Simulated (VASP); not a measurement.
Here is the system:

```
Pd
1.0
    2.54489     0.00000     0.00000
    0.00000     2.54489     0.00000
    0.00000     0.00000     2.54489
Pd
1
Direct
  0.00000   0.00000   0.00000
```

These are r2SCAN meta-GGA, VASP's PBE PAW potentials (set 64) (plane waves; VASP 6.6.1) values and carry that method's errors. Numerical set-up: 400 eV cut-off, 13×13×13 Γ-centred mesh, first-order Methfessel-Paxton smearing of 0.10 eV, potentials Pd.

Energy and stress use the plane-wave basis of the starting cell.

Problem. The ions, cell shape and volume are relaxed. Which structure does the run end with?

Solution. 
```
Pd
1.0
    2.58689     0.00000     0.00000
    0.00000     2.58689     0.00000
    0.00000     0.00000     2.58689
Pd
1
Direct
  0.00000   0.00000   0.00000
```
Space group Pm-3m (221), at a tolerance of 0.03 Å.

Problem. How do energy and volume change from the first to the last step?

Solution. The energy (σ→0) changes by -18.9 meV/atom and the volume by +5.0 %, in 3 ionic steps.

The structure was generated: Pd was put into the simple-cubic type (Pm-3m), which need not be its known phase. This run relaxes it. Symmetry was kept, so distortions that lower it aren't found.
